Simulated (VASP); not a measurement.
Data:

```yaml
crystal:
  lattice:
    - [4.86161, 0.00000, 0.00000]
    - [0.00000, 4.86161, 0.00000]
    - [0.00000, 0.00000, 3.30031]
  atoms:
    - { symbol: Mn, position: [0.00000, 0.00000, 0.00000], spin: 4.6 }
    - { symbol: Mn, position: [0.50000, 0.50000, 0.50000], spin: -4.6 }
    - { symbol: F, position: [0.30411, 0.30411, 0.00000] }
    - { symbol: F, position: [0.80411, 0.19589, 0.50000] }
    - { symbol: F, position: [0.19589, 0.80411, 0.50000] }
    - { symbol: F, position: [0.69589, 0.69589, 0.00000] }
```

Level of theory: r2SCAN meta-GGA, VASP's PBE PAW potentials (set 64) (plane waves; VASP). Run with 520 eV cut-off, 5×5×8 Γ-centred mesh, tetrahedra with Blöchl corrections, potentials Mn_pv F.

Q: The job: MnF$_{2}$ (rutile), 6 atoms, r2SCAN, static run, 520 eV, 5×5×8 Γ-centred mesh. Roughly how much core time does it take on a busy server core?

A: About 10 core-minutes (one run on a shared machine, a rough figure). It had 30 irreducible k-points, 32 bands, up to 2124 plane waves and 20 electronic steps.

The compound is MnF2 in the rutile structure. It was relaxed first.
